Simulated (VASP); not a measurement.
A VASP calculation is set up with these files.

INCAR:
```
SYSTEM = Y
PREC = Accurate
ENCUT = 520
EDIFF = 1E-6
NELM = 100
ALGO = Normal
LREAL = .FALSE.
LASPH = .TRUE.
ISMEAR = 1
SIGMA = 0.1
GGA = BO
PARAM1 = 0.1833333333
PARAM2 = 0.22
LUSE_VDW = .TRUE.
AGGAC = 0.0
LMAXMIX = 4
LWAVE = .FALSE.
LCHARG = .FALSE.
IBRION = 2
ISIF = 3
NSW = 60
EDIFFG = -0.01
```

**POSCAR**
```
Y
1.0
  1.8159414324  -3.1453030964   0.0000000000
  1.8159414324   3.1453030964   0.0000000000
  0.0000000000   0.0000000000   5.5822965011
Y
2
Cart
  1.8159414324   1.0484364623   1.3955741253
  1.8159414324  -1.0484364623   4.1867223758
```

**KPOINTS**
```
Automatic mesh
0
Gamma
10 10 6
0 0 0
```

POTCAR, in this order: Y_sv (PBE.64 set). Program: vasp_std.

**Question.** Write an equivalent input for Quantum ESPRESSO's pw.x.

**Answer.** One equivalent input (not run):
```
&CONTROL
  calculation = 'vc-relax'
  pseudo_dir = './pseudo'
  outdir = './out'
  tprnfor = .true.
  tstress = .true.
  nstep = 60
  forc_conv_thr = 0.00039
/
&SYSTEM
  ibrav = 0
  nat = 2
  ntyp = 1
  ecutwfc = 72
  occupations = 'smearing'
  smearing = 'methfessel-paxton'
  degauss = 0.00735
  input_dft = 'vdw-df-obk8'
/
&ELECTRONS
  conv_thr = 7.3e-08
  electron_maxstep = 100
/
&IONS
/
&CELL
/
ATOMIC_SPECIES
  Y 88.906 Y.upf
CELL_PARAMETERS angstrom
     1.8159414   -3.1453031    0.0000000
     1.8159414    3.1453031   -0.0000000
     0.0000000    0.0000000    5.5822965
ATOMIC_POSITIONS crystal
  Y    0.3333330  0.6666670  0.2500000
  Y    0.6666670  0.3333330  0.7500000
K_POINTS automatic
  10 10 6 0 0 0
```
Limits of the translation: the potentials are each code's own (VASP's PAW set, PseudoDojo norm-conserving files in pw.x), so ENCUT and ecutwfc are chosen apart and not converted; conv_thr bounds pw.x's estimated SCF error, while EDIFF bounds the energy change between steps; forc_conv_thr acts on force components and is met together with etot_conv_thr.

The compound is Y in the hcp structure. It was relaxed first. The start is the result of an earlier pass.
